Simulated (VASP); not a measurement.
Consider the following.

```
DyScO3
1.0
    2.76161     1.59442     4.86240
   -2.76161     1.59442     4.86240
    0.00000    -3.18883     4.86240
Dy O Sc
2 6 2
Direct
  0.36269   0.36269   0.36269
  0.63731   0.63731   0.63731
  0.22619   0.55169   0.96401
  0.96401   0.22619   0.55169
  0.55169   0.96401   0.22619
  0.77381   0.44831   0.03599
  0.03599   0.77381   0.44831
  0.44831   0.03599   0.77381
  0.14738   0.14738   0.14738
  0.85262   0.85262   0.85262
```

Computed with PBEsol GGA, VASP's PBE PAW potentials (set 64) (plane waves; VASP 6.6.1). Settings: 520 eV cut-off, 6×6×6 Γ-centred mesh, tetrahedra with Blöchl corrections, potentials Dy_3 O Sc_sv.

The 4f electrons are frozen in the core of the lanthanide potential, so 4f levels, which can set the real gap, and their magnetism are missing.

### Question
The job: DyScO₃ (relaxed from the ilmenite structure, space group R-3), 10 atoms, PBEsol, static run, 520 eV, 6×6×6 Γ-centred mesh. Roughly how much core time does it take on a busy server core?

### Answer
About 8 core-minutes (one run on a shared machine, a rough figure). It had 40 irreducible k-points, 45 bands, up to 3476 plane waves and 17 electronic steps.

The structure was generated: DyScO3 was put into the ilmenite type (R-3), which need not be its known phase. It was relaxed first.
